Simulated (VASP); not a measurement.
Here is the system:

```
CELL_PARAMETERS angstrom
      0.00000     3.07782     3.07782
      3.07782     0.00000     3.07782
      3.07782     3.07782     0.00000
ATOMIC_POSITIONS crystal
  Rb 0.00000 0.00000 0.00000
  Cl 0.50000 0.50000 0.50000
```

Computed with PBEsol GGA, VASP's PBE PAW potentials (set 64) (plane waves; VASP 6.6.1). Run with 500 eV cut-off, 8×8×8 Γ-centred mesh, Gaussian smearing of 0.050 eV, potentials Rb_sv Cl.

**Question.** Predict the energy per atom (σ→0), pressure, band gap (on the k-mesh) with the smallest direct gap where there is one.

**Answer.** 
```yaml
band gap (on the k-mesh): 5.50 eV
smallest direct gap (on the k-mesh): 5.50 eV
energy per atom (σ→0): -3.371 eV/atom
pressure: 4.92 GPa
```

Total energies compare only between runs with the same potentials, cut-off and functional.

The compound is RbCl in the rock salt structure. It was relaxed first under an external pressure of 5 GPa.
